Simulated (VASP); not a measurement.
VASP ran on this input.

### POSCAR
```
GaAs
1
    0.0000000000     2.8250000000     2.8250000000
    2.8250000000     0.0000000000     2.8250000000
    2.8250000000     2.8250000000     0.0000000000
Ga As
1 1
Direct
  0.0000000000   0.0000000000   0.0000000000
  0.2500000000   0.2500000000   0.2500000000
```

INCAR:
```
SYSTEM = GaAs
PREC = Accurate
ENCUT = 400
EDIFF = 1E-6
NELM = 100
ALGO = Normal
LREAL = .FALSE.
LASPH = .TRUE.
ISMEAR = 0
SIGMA = 0.05
GGA = PE
LMAXMIX = 4
LWAVE = .FALSE.
LCHARG = .FALSE.
ISIF = 2
IBRION = 0
NSW = 3
TEBEG = 300
```

KPOINTS:
```
Automatic mesh
0
Gamma
6 6 6
0 0 0
```

POTCAR, in this order: Ga_d As (PBE.64 set). Program: vasp_std.

Q: What happens when VASP runs on this input?

A: There is a fault: molecular dynamics (IBRION = 0) was asked for without POTIM. VASP stops with an error: Fatal error! IBRION=0, but no entry for POTIM on file INCAR. MUST be specified! ----> I REFUSE TO CONTINUE WITH THIS SICK JOB ... BYE!!! <----



To mend it, set POTIM to the time step in fs (1 to 2 fs suits most solids). The plain static run on this cell (PBE GGA, plane waves, VASP's PBE PAW potentials (set 64)) converges, and its OSZICAR ends with
```
   1 F= -.82238594E+01 E0= -.82238594E+01  d E =-.140983E-10
```

The compound is GaAs in the zinc blende structure. The cell was not relaxed at this level.
